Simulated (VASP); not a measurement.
Crystal: HgS3.

```
CELL_PARAMETERS angstrom
5.16616 0.00000 0.00000
-2.58308 4.47403 0.00000
0.00000 0.00000 4.88469
ATOMIC_POSITIONS crystal
Hg 0.00000 0.00000 0.50000
S 0.66667 0.33333 0.74610
S 0.66667 0.33333 0.25390
S 0.33333 0.66667 0.50000
```

The cell was built by a generator and needn't be a form met in nature.

```yaml
Program: VASP 6.6.1
Task: relaxation of cell and atoms
Functional: PBE
Potentials_or_basis: VASP PAW PBE potentials, release 64 (Hg, S)
Cutoff: 600 eV
k_mesh: 6 × 6 × 6
Occupations: gaussian, width 0.05 eV
Spin: no spin polarisation
```

At the start: pressure -5.8 GPa; volume 28.23 Å³/atom.

**Question.** How do energy, volume and symmetry change on relaxing?

**Answer.** Over 52 steps the energy falls by 532.2 meV/atom and the volume is 31.83 Å³/atom (+12.8 %); space group P-6m2 (No. 187, to 0.05 Å).

The path:
```
step  energy change (eV)  largest force (eV/Å)  pressure (GPa)  volume (Å³)
   1              0.0000                1.1091           -5.77       112.90
   3             -0.7324                3.7977            3.65        87.62
   5             -1.0075                1.6390           10.29        82.08
   7             -1.4295                2.3298            6.39        90.90
   9             -1.6907                0.4443           -0.16        99.57
  11             -1.7085                0.5725           -0.65       100.77
  13             -1.8197                0.1109           -0.52       103.69
  15             -1.8855                1.4643            0.21       107.51
  17             -1.9577                0.5199           -0.82       109.93
  19             -2.0004                0.4316           -1.59       112.72
  21             -2.0545                0.0554            0.45       111.24
  23             -2.0530                0.4690            1.26       110.92
  25             -2.0622                0.0626            1.36       111.50
  27             -2.0790                0.4731            0.39       114.58
  29             -2.0831                0.7385           -0.21       116.87
  31             -2.0997                0.2447           -0.26       119.71
  33             -2.1018                0.0522           -0.23       121.07
  35             -2.1074                0.0539           -0.22       122.20
  37             -2.1253                0.2327           -0.08       127.17
  39             -2.1227                0.5497            0.18       128.09
  41             -2.1273                0.1066           -0.15       129.53
  43             -2.1275                0.1147           -0.13       129.35
  45             -2.1287                0.0650           -0.08       128.17
  47             -2.1288                0.0354           -0.03       127.32
  49             -2.1289                0.0140           -0.06       127.47
  51             -2.1290                0.0141           -0.04       127.43
  52             -2.1290                0.0019            0.01       127.34
```

Final structure:
```yaml
crystal:
  lattice:
    - [4.24913, 0.00000, 0.00000]
    - [-2.12456, 3.67985, 0.00000]
    - [0.00000, 0.00000, 8.14379]
  atoms:
    - { symbol: Hg, position: [0.00000, 0.00000, 0.50000] }
    - { symbol: S, position: [0.66667, 0.33333, 0.88355] }
    - { symbol: S, position: [0.66667, 0.33333, 0.11645] }
    - { symbol: S, position: [0.33333, 0.66667, 0.50000] }
```

Caveat: this functional lacks dispersion, which binds the layers, so the pressure and a relaxed spacing across them are unreliable.
